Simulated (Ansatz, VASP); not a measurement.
## WS2 (Tungstenite): VASP beside Ansatz

Aim: how closely do two programs agree when they are given the same cell, functional and k mesh? The cell is taken from a series of VASP runs on this material, whose earlier steps may have relaxed, scaled or displaced it; both programs get it as it stands. Valence electrons are named where the data sets of a main pair hold unlike numbers.

Program: Ansatz 0.2.0. Level of theory: plane waves, with VASP 6.6.1 beside it; relaxation of cell and atoms at r2SCAN and zone-centre phonons at r2SCAN. Results are calculated unless marked as measured.

## (1) Set-up

It takes space group P6_3/mmc (No. 194, hexagonal). The conventional cell has a = 3.176 Å, b = 3.176 Å, c = 12.972 Å, α = 90.00°, β = 90.00°, γ = 120.00°. Nearest to W lie 6 S at 2.41 Å. Nearest to S lie 3 W at 2.41 Å. Farther neighbours and most contacts between anions are not listed.

Structure file:

```xyz
6
Lattice="3.1758 0.0000 0.0000 -1.5879 2.7503 0.0000 0.0000 0.0000 12.9718" Properties=species:S:1:pos:R:3 pbc="T T T"
W     0.0000    1.8335    3.2430
W     1.5879    0.9168    9.7289
S     0.0000    1.8335    8.1705
S     1.5879    0.9168    1.6846
S     0.0000    1.8335   11.2872
S     1.5879    0.9168    4.8013
```

## (2) VASP: relaxation of cell and atoms, r2SCAN

The relaxed volume is the usual yardstick between codes: in a stiff, nearly cubic crystal its relative difference is about their pressure difference at one cell divided by the bulk modulus.

Lines of VASP's logs that name or quote its potential files are left out, and so is its time.

INCAR

```
SYSTEM = WS2
PREC = Accurate
ENCUT = 400
EDIFF = 1E-06
NELM = 100
ISMEAR = 0
SIGMA = 0.05
LREAL = .FALSE.
ALGO = Normal
METAGGA = R2SCAN
LASPH = .TRUE.
NBANDS = 24
LORBIT = 11
LWAVE = .FALSE.
LCHARG = .FALSE.
KPAR = 4
IBRION = 2
NSW = 60
ISIF = 3
EDIFFG = -0.01
```

POSCAR

```
WS2
1.0
    3.1757954170      0.0000000000      0.0000000000
   -1.5878977085      2.7503195083      0.0000000000
    0.0000000000      0.0000000000     12.9718015124
W S
2 4
Direct
    0.3333333333      0.6666666667      0.2500000000
    0.6666666667      0.3333333333      0.7500000000
    0.3333333333      0.6666666667      0.6298629521
    0.6666666667      0.3333333333      0.1298629521
    0.3333333333      0.6666666667      0.8701370479
    0.6666666667      0.3333333333      0.3701370479
```

KPOINTS

```
Automatic mesh
0
Gamma
8 8 2
0 0 0
```

Potentials, in the order of the species: W and S (PBE family, release 64).

Launch:

```sh
$ mpirun -np 4 vasp_std
```

Numbers of over 12 decimals in the logs are rounded to 6 here.

Log:

```text
[banner, memory and clock lines left out]
running    4 mpi-ranks, on    1 nodes
 distrk:  each k-point on    1 cores,    4 groups
 distr:  one band on    1 cores,    1 groups

 POSCAR found type information on POSCAR W S
 POSCAR found :  2 types and       6 ions
|                                                                             |
|               ----> ADVICE to this user running VASP <----                  |
|                                                                             |
|     You enforced a specific xc type in the INCAR file but a different       |
|     [... a line on the potential file left out ...]
|     I HOPE YOU KNOW WHAT YOU ARE DOING!                                     |
|                                                                             |

 LDA part: xc-table for (None), standard interpolation
 POSCAR, INCAR and KPOINTS ok, starting setup
 FFT: planning ... GRIDC
 FFT: planning ... GRID_SOFT
 FFT: planning ... GRID
 WAVECAR not read
 entering main loop
       N       E                     dE             d eps       ncg     rms          rms(c)
DAV:   1     0.660457406124E+02    0.66046E+02   -0.14400E+04   960   0.111E+03
DAV:   2    -0.134826058992E+03   -0.20087E+03   -0.19310E+03  1352   0.254E+02
DAV:   3    -0.146890821822E+03   -0.12065E+02   -0.11994E+02  1280   0.639E+01
DAV:   4    -0.147156508990E+03   -0.26569E+00   -0.26517E+00  1312   0.103E+01
DAV:   5    -0.147161992300E+03   -0.54833E-02   -0.54793E-02  1328   0.138E+00    0.369E+01
DAV:   6    -0.140562622500E+03    0.65994E+01   -0.11633E+01  1336   0.178E+01    0.193E+01
DAV:   7    -0.140445786449E+03    0.11684E+00   -0.32362E+00  1320   0.113E+01    0.101E+01
DAV:   8    -0.140357285753E+03    0.88501E-01   -0.47569E-01  1336   0.434E+00    0.106E+00
DAV:   9    -0.140351697670E+03    0.55881E-02   -0.59472E-02  1288   0.143E+00    0.612E-01
DAV:  10    -0.140352277967E+03   -0.58030E-03   -0.13060E-02  1224   0.683E-01    0.524E-01
DAV:  11    -0.140352370990E+03   -0.93023E-04   -0.71034E-04  1256   0.165E-01    0.420E-01
DAV:  12    -0.140352474573E+03   -0.10358E-03   -0.38170E-04  1224   0.124E-01    0.367E-02
DAV:  13    -0.140352480008E+03   -0.54350E-05   -0.51296E-05  1224   0.505E-02    0.530E-02
DAV:  14    -0.140352480073E+03   -0.65188E-07   -0.30635E-06  1056   0.122E-02
   1 F= -.14035248E+03 E0= -.14035248E+03  d E =-.140352E+03
 curvature:   0.00 expect dE= 0.000E+00 dE for cont linesearch  0.000E+00
 trial: gam= 0.00000 g(F)=  0.921E-06 g(S)=  0.217E-04 ort = 0.000E+00 (trialstep = 0.100E+01)
 search vector abs. value=  0.226E-04
 reached required accuracy - stopping structural energy minimisation
```

Parts of OUTCAR (step 2):

```text
ion  position               nearest neighbor table
   1  0.333  0.667  0.250-   4 2.41   6 2.41   4 2.41   6 2.41   4 2.41   6 2.41
   2  0.667  0.333  0.750-   3 2.41   5 2.41   3 2.41   5 2.41   3 2.41   5 2.41
   3  0.333  0.667  0.630-   2 2.41   2 2.41   2 2.41
   4  0.667  0.333  0.130-   1 2.41   1 2.41   1 2.41
   5  0.333  0.667  0.870-   2 2.41   2 2.41   2 2.41
   6  0.667  0.333  0.370-   1 2.41   1 2.41   1 2.41

  LATTYP: Found a hexagonal cell.
 ALAT       =     3.1757954170
 C/A-ratio  =     4.0845834851

 Subroutine GETGRP returns: Found 24 space group operations
 (whereof 12 operations were pure point group operations)

The static configuration has the point symmetry D_3d.
 The point group associated with its full space group is D_6h.

 Found     20 irreducible k-points:

   k-points           NKPTS =     20   k-points in BZ     NKDIM =     20   number of bands    NBANDS=     24

   dimension x,y,z NGX =    24 NGY =   24 NGZ =   90
   dimension x,y,z NGXF=    48 NGYF=   48 NGZF=  180

   ENCUT  =  400.0 eV  29.40 Ry    5.42 a.u.   5.18  5.18 21.15*2*pi/ulx,y,z

   NELECT =      36.0000    total number of electrons

 k-points in reciprocal lattice and weights: Automatic mesh
   0.00000000  0.00000000  0.00000000       0.008
   0.12500000  0.00000000  0.00000000       0.047
   0.25000000  0.00000000  0.00000000       0.047
   0.37500000  0.00000000  0.00000000       0.047
   0.50000000  0.00000000  0.00000000       0.023
   0.12500000  0.12500000  0.00000000       0.047
   0.25000000  0.12500000  0.00000000       0.094
   0.37500000  0.12500000  0.00000000       0.094
   0.25000000  0.25000000  0.00000000       0.047
[...]
0.25000000  0.25000000  0.50000000       0.047
   0.37500000  0.25000000  0.50000000       0.047

 average (electrostatic) potential at core
       1 -46.4314       2 -46.4314       3 -89.4845       4 -89.4845       5 -89.4845
       6 -89.4845

 E-fermi :   5.6173

 k-point     1 :       0.0000    0.0000    0.0000
  band No.  band energies     occupation
    ...
     14       3.1134      2.00000
     15       3.1134      2.00000
     16       3.5648      2.00000
     17       4.4522      2.00000
     18       5.3985      2.00000
     19       7.9551      0.00000
     20       7.9555      0.00000
     21       7.9620      0.00000
     22       7.9621      0.00000
     23       8.0730      0.00000
    ...

 k-point     2 :       0.1250    0.0000    0.0000
  band No.  band energies     occupation
    ...
     14       2.7305      2.00000
     15       3.1729      2.00000
     16       3.8810      2.00000
     17       4.4117      2.00000
     18       4.9869      2.00000
     19       7.5168      0.00000
     20       7.8168      0.00000
     21       7.8385      0.00000
     22       7.8805      0.00000
     23       7.9478      0.00000
    ...

 k-point     3 :       0.2500    0.0000    0.0000
  band No.  band energies     occupation
    ...
     14       2.7067      2.00000
     15       2.8711      2.00000
     16       3.4594      2.00000
     17       3.9318      2.00000
     18       4.0246      2.00000
     19       7.0743      0.00000
     20       7.5252      0.00000
     21       7.6417      0.00000
     22       7.8409      0.00000
     23       8.1404      0.00000
    ...

  Total       -0.0052188     -0.0052188      0.0514019      0.0000000     -0.0000000      0.0000000
  in kB       -0.0737982     -0.0737982      0.7268647      0.0000000     -0.0000000      0.0000000
  external PRESSURE =       0.1930895 kB  Pullay stress =       0.0000000 kB

  energy-cutoff  :      400.00
  volume of cell :      113.30
      direct lattice vectors                 reciprocal lattice vectors
     3.175795417  0.000000000  0.000000000     0.314881744  0.181797060  0.000000000
    -1.587897708  2.750319508  0.000000000     0.000000000  0.363594120  0.000000000
     0.000000000  0.000000000 12.971801512     0.000000000  0.000000000  0.077090295

 POSITION                                       TOTAL-FORCE (eV/Angst)
 -----------------------------------------------------------------------------------
     -0.00000      1.83355      3.24295         0.000000      0.000000      0.000000
      1.58790      0.91677      9.72885         0.000000      0.000000      0.000000
     -0.00000      1.83355      8.17046         0.000000      0.000000      0.002185
      1.58790      0.91677      1.68456        -0.000000     -0.000000      0.002185
     -0.00000      1.83355     11.28725         0.000000     -0.000000     -0.002185
      1.58790      0.91677      4.80134        -0.000000     -0.000000     -0.002185
 -----------------------------------------------------------------------------------
    total drift:                                0.000000     -0.000000      0.000000

  FREE ENERGIE OF THE ION-ELECTRON SYSTEM (eV)
  ---------------------------------------------------
  free  energy   TOTEN  =      -140.3524800729 eV

  energy  without entropy=     -140.3524800729  energy(sigma->0) =     -140.35248007

 reached required accuracy - stopping structural energy minimisation

 total charge
# of ion       s       p       d       tot
------------------------------------------
    1        0.545   0.719   4.262   5.526
    2        0.545   0.719   4.262   5.526
    3        1.351   2.385   0.000   3.735
    4        1.351   2.385   0.000   3.735
    5        1.351   2.385   0.000   3.735
    6        1.351   2.385   0.000   3.735
--------------------------------------------------
tot          6.492  10.977   8.525  25.994

[... 3 further parts left out ...]
```

This run has no spin polarisation, so a moment on W, if there is one, isn't seen. The gap is read on the k-mesh alone, so it is an upper bound where the band edges lie off the mesh. The bonds form layers, held to each other by dispersion, which r2SCAN holds only at short range, so the spacing between them may come out too wide. The PAW data sets were made with PBE, which is usual practice but a small mismatch for other functionals. The data set W keeps the semicore shell frozen, which is cheaper and a little less accurate. The run keeps the 24 symmetry operations of its start, so it cannot find a distortion of lower symmetry.

## (3) Ansatz: relaxation of cell and atoms, r2SCAN

Ansatz runs on its default PAW (the set named soft_2) files.

The same cell, functional, mesh and smearing now go to Ansatz, which takes its cutoff from its data sets.

input.yaml

```yaml
crystal:
  lattice:
    - [3.175795417, 0.0, 0.0]
    - [-1.5878977085, 2.7503195083, 0.0]
    - [0.0, 0.0, 12.9718015124]
  atoms:
    - { symbol: W, position: [0.3333333333, 0.6666666667, 0.25] }
    - { symbol: W, position: [0.6666666667, 0.3333333333, 0.75] }
    - { symbol: S, position: [0.3333333333, 0.6666666667, 0.6298629521] }
    - { symbol: S, position: [0.6666666667, 0.3333333333, 0.1298629521] }
    - { symbol: S, position: [0.3333333333, 0.6666666667, 0.8701370479] }
    - { symbol: S, position: [0.6666666667, 0.3333333333, 0.3701370479] }
hamiltonian:
  xc: r2scan
  pseudopotentials: { kind: paw }
kpoints:
  mp_grid: { grid: [8, 8, 2] }
scf:
  occupations: { method: gaussian, width: 0.05 }
relax:
  f_tol: 0.01
  max_steps: 60
  cell: { stress_tol: 0.05 }
output:
  forces: true
  stress: true
  write_density: true
  write_potential: true
  elf: true
  volumetric_format: npy
```

Launch:

```sh
$ ansatz run input.yaml --threads 4 --pin off --max-ram 9216MiB --backend cpu --events-out ev --progress --plain --runs-dir out
```

Log:

```text
Engine: ansatz 0.2.0, aarch64-unknown-linux-gnu
Pseudopotentials: kind: paw
Pseudopotential: W, paw, valence charge 14, recommended cutoff 500 eV (meta_gga), W.paw.azcp
Pseudopotential: S, paw, valence charge 6, recommended cutoff 500 eV (meta_gga), S.paw.azcp
Functional definition: r2SCAN
  parameter k0 = 0.174
  parameter k1 = 0.065
  parameter a1 = 4.9479
  exchange = r2scan_x(k0 = k0, k1 = k1, a1 = a1)
  correlation = r2scan_c
Crystal: 6 atoms, lattice volume = 113.302 Å³
Basis set: ecut = 500 eV, 2873 PW (Γ), exchange–correlation on 96×96×384 points (64 copies of the dense FFT grid, shifted against one another)
Bands: 32, of which v1, the nominal top of the filled ones, is band 26 counted from 1 (25 counted from 0)
Symmetry: 24 space group operations
Space group: P63/mmc (ITA 194), of the structure as read, at distance tolerance 4.8e-5 Å
k-points: 20 of 128
Non-local potential: W, projectors of the file, l = 0: 3, l = 1: 2, l = 2: 2, l = 3: 1
Non-local potential: S, projectors of the file, l = 0: 2, l = 1: 2, l = 2: 2
PAW form: soft (Blöchl's): semilocal exchange-correlation on the pseudo side does not see the compensation charge
PAW frozen core: W, regenerated for the run's functional (the file was generated under x = pbe(κ = 0.804, μ = 0.219515), c = pbe(β = 0.066725))
PAW frozen core: S, regenerated for the run's functional (the file was generated under x = pbe(κ = 0.804, μ = 0.219515), c = pbe(β = 0.066725))
PAW one-centre angular grid: W, 590 points (default); XC on 160 Gauss nodes
PAW one-centre angular grid: S, 302 points (default); XC on 160 Gauss nodes
Initial density: superposition of atomic densities (neutral atoms: chi_scale 0, normalization atom), corrected by the library's trained network
Initial wavefunctions: pseudopotential atomic-orbital guess
Functional: x = r2scan, c = r2scan; τ floored in thin density (d = 2e-4 eV/Å³)
SCF iter   1: F=—  HF=-24423.160434 eV  |F-HF|=—  |Δ(HF+E_count)|=         —  Δρ=7.92e-3  dr2=5.57e-2  dr2_τ=1.69e-1  ethr=1.77e-3  ⟨swp⟩=6.3  Hψ=3020  notcnv=0
preconditioner: auto → Resta (q_TF=auto, 2.396 Å⁻¹)  ε∞=6.6  [insulator: Δε(μ)=1.476 eV  Ē_g=8.827 eV  σ=0.050 eV  W_gap=1.00  n_scr=26 (ndim 8)  ℏωp=20.9 eV  f_vac=0.046  D(μ)=0.00/eV (n_scr^D=0)  ε∞_Penn≈6.6]
SCF iter   2: F=—  HF=-24423.296825 eV  |F-HF|=—  |Δ(HF+E_count)|=   1.36e-1  Δρ=4.51e-3  dr2=1.38e-2  dr2_τ=2.59e-3  ethr=1.07e-4  ⟨swp⟩=2.0  Hψ=1252  notcnv=0  defer=29
SCF iter   3: F=—  HF=-24423.300869 eV  |F-HF|=—  |Δ(HF+E_count)|=   4.04e-3  Δρ=2.67e-3  dr2=3.39e-3  dr2_τ=3.74e-4  ethr=2.65e-5  ⟨swp⟩=2.2  Hψ=844  notcnv=0  defer=29
SCF iter   4: F=—  HF=-24423.304465 eV  |F-HF|=—  |Δ(HF+E_count)|=   3.60e-3  Δρ=2.14e-4  dr2=4.90e-5  dr2_τ=6.20e-6  ethr=6.52e-6  ⟨swp⟩=2.2  Hψ=1082  notcnv=0  defer=29
SCF iter   5: F=—  HF=-24423.304491 eV  |F-HF|=—  |Δ(HF+E_count)|=   2.55e-5  Δρ=6.48e-5  dr2=1.01e-5  dr2_τ=4.13e-7  ethr=9.43e-8  ⟨swp⟩=2.1  Hψ=936  notcnv=0  defer=29
SCF iter   6: F=—  HF=-24423.304495 eV  |F-HF|=—  |Δ(HF+E_count)|=   3.69e-6  Δρ=1.67e-5  dr2=7.29e-7  dr2_τ=1.69e-8  ethr=1.94e-8  ⟨swp⟩=2.0  Hψ=951  notcnv=0  defer=29
SCF iter   7: F=-24423.304495 eV  HF=-24423.304495 eV  |F-HF|=6.12e-9  |Δ(HF+E_count)|=   2.36e-7  Δρ=3.48e-6  dr2=1.23e-8  dr2_τ=1.19e-9  ethr=1.92e-10  ⟨swp⟩=10.1  Hψ=4582  notcnv=0
SCF 1 converged in 7 iterations: F = -24423.304495 eV  dr2 = 1.23e-8
  greatest PAW one-centre occupation: 0.999 electrons in one spin orbital (limit 2), on the W atom at site 1 (counted from 0), in its partial waves of l = 0
relax step   1: F+E_penalty+E_count = -24423.30449491 eV  Δ(F+E_penalty+E_count) = +0.000e0 eV  max|allowed force component| = 5.770e-2 eV/Å  Δτ_max = 0.0000 Å  P = +0.727 GPa  Ω = 113.302 Å³  (7 SCF iters, dr2 threshold 1.00e-7 eV, accepted)
[...]
relax step   2: F+E_penalty+E_count = -24423.30380007 eV  Δ(F+E_penalty+E_count) = +6.948e-4 eV  max|allowed force component| = 2.892e-2 eV/Å  Δτ_max = 0.0107 Å  P = -0.401 GPa  Ω = 114.905 Å³  energy of the carried Pulay correction = -4.141e-4 eV  (6 SCF iters, dr2 threshold 6.00e-7 eV, rejected (line search))
[...]
relax step   3: F+E_penalty+E_count = -24423.30564161 eV  Δ(F+E_penalty+E_count) = -1.147e-3 eV  max|allowed force component| = 9.554e-3 eV/Å  Δτ_max = 0.0031 Å  P = +0.110 GPa  Ω = 113.965 Å³  energy of the carried Pulay correction = -1.720e-4 eV  (8 SCF iters, accepted)
[...]
relax step   4: F+E_penalty+E_count = -24423.30571512 eV  Δ(F+E_penalty+E_count) = -7.351e-5 eV  max|allowed force component| = 1.218e-3 eV/Å  Δτ_max = 0.0042 Å  P = +0.003 GPa  Ω = 114.340 Å³  energy of the carried Pulay correction = -2.688e-4 eV  (6 SCF iters, dr2 threshold 9.11e-8 eV, accepted)
[...]
relax step   5: F+E_penalty+E_count = -24423.30570566 eV  Δ(F+E_penalty+E_count) = +9.464e-6 eV  max|allowed force component| = 1.828e-4 eV/Å  Δτ_max = 0.0027 Å  P = +0.002 GPa  Ω = 114.531 Å³  energy of the carried Pulay correction = -3.180e-4 eV  (7 SCF iters, dr2 threshold 7.96e-9 eV, accepted)
[...]
relax step   6: F+E_penalty+E_count = -24423.30603500 eV  Δ(F+E_penalty+E_count) = -3.293e-4 eV  max|allowed force component| = 2.033e-4 eV/Å  Δτ_max = 0.0000 Å  P = +0.003 GPa  Ω = 114.531 Å³  stress off target by 7.90e-3 GPa  SCF on the basis re-selected at this cell (its energy is not comparable with the rows above)  (5 SCF iters)
basis re-selected at this cell: Δ(F+E_penalty+E_count) = -3.293e-4 eV, ΔP = +0.001 GPa vs the last step (what re-selecting the basis moved, of the pressure what is left beyond the Pulay correction that the steps carried, after the strain that the cell walked since its last selection, with what the two solves' SCF thresholds leave and, on support functions, any second-order correction that the steps lacked; it is no m [...]
SCF converged after 5 iterations
Free energy (F): -24423.306035 eV
Harris-Foulkes:  -24423.306035 eV  (|F-HF|=7.28e-12)
Internal energy: -24423.306035 eV  (E = F + TS)
E sigma→0 (E₀):  -24423.306035 eV
Fermi energy:    11.020520 eV
--- Per-component energies (eV) ---
  E_band       = -475.057770
  E_kinetic    = 1332.608368
  E_local      = -4051.674276  (includes V_loc(G=0)·N_el)
  E_nonlocal   = 115.463403
  E_hartree    = 1635.369430
  E_xc         = -866.382962
  E_vxc        = -899.652305  (∫ρ·V_xc dr)
  E_paw        = -19624.361490  (= ΣΔE_a)
  E_vpaw       = -287.144112  (= ΣTr[D̂ρ^β])
  E_aug_tail   = -0.000096  (compensation charges beyond the density's cutoff)
  E_vtau       = 44.602110  (kinetic-family band-sum trace: ∫τ·v_τ [+ j·A + Jᵃ·Aᵃ] dr)
  E_ewald      = -2962.713447
  E_core_change = -1.614965  (= ΣΔE_core)
  E_smearing   = -0.000000  (= −TS)
  E_closure    = 0.000000  (closes the sum)
  Σ components = -24423.306035   (vs F -24423.306035, Δ=0.00e0)
--- Forces (eV/Å), atoms counted from 1 ---
  atom   1  W      0.00000000     0.00000000     0.00000000
  atom   2  W      0.00000000    -0.00000000    -0.00000000
  atom   3  S     -0.00000000     0.00000000     0.00020329
  atom   4  S      0.00000000    -0.00000000     0.00020329
  atom   5  S     -0.00000000     0.00000000    -0.00020329
  atom   6  S      0.00000000    -0.00000000    -0.00020329
  max |Σ_I F_I| component: 2.31e-18 eV/Å
--- Stress (GPa, compression-positive) ---
        0.000565       0.000000      -0.000000
       -0.000000       0.000565      -0.000000
       -0.000000      -0.000000       0.007899
  P = ⅓ Tr σ = 0.0030 GPa (0.030 kbar)
--- Band table (eV; the first three rows and the last of 20) ---
  k-point 0: bands = [... 22 lower, 7.9681, 8.3779, 9.3475, 10.2663, 12.8099, 12.8099, 12.8149, 12.8149, ... 2 higher]
  k-point 1: bands = [... 22 lower, 7.9572, 7.9572, 9.9556, 9.9556, 12.8100, 12.8100, 12.8100, 12.8100, ... 2 higher]
  k-point 2: bands = [... 22 lower, 8.0331, 8.7126, 9.3029, 9.8619, 12.3699, 12.6777, 12.6973, 12.7309, ... 2 higher]
  k-point 19: bands = [... 22 lower, 7.3279, 7.3279, 9.5200, 9.5200, 11.9173, 11.9173, 13.3667, 13.3667, ... 2 higher]
--- Relaxed structure (5 steps of the walk, 4 accepted, 1 SCFs on fresh bases) ---
  F+E_penalty+E_count = -24423.30603500 eV   max|allowed force component| = 2.033e-4 eV/Å   (the final SCF, on the basis selected at the relaxed cell)
  cell:  # Å, volume = 114.5307 Å³
    - [3.181625, 0, 0]
    - [-1.590813, 2.755368, 0]
    - [0, 0.0, 13.064510]
  atoms:
    - { symbol: W, position: [0.333333, 0.666667, 0.250000] }
    - { symbol: W, position: [0.666667, 0.333333, 0.750000] }
    - { symbol: S, position: [0.333333, 0.666667, 0.630632] }
    - { symbol: S, position: [0.666667, 0.333333, 0.130632] }
    - { symbol: S, position: [0.333333, 0.666667, 0.869368] }
    - { symbol: S, position: [0.666667, 0.333333, 0.369368] }
```

Run time: 13 s. Hardware: 4 threads of Arm Neoverse V2, shared host; peak memory 0.69 GiB.

[end of part 1 of 2]

[Lines on the potential files, build, host, timing and source positions are cut from VASP's logs without a mark.]

[Logs are printed without paths, hosts, clocks, repeated set-up lines and the standing remarks that a program may print on its own settings, such as how far it seeks lower states.]

[Hosts, paths, dates, database ids (printed as entryN), source tags and the programs' standing remarks are cut or masked in the printed files.]
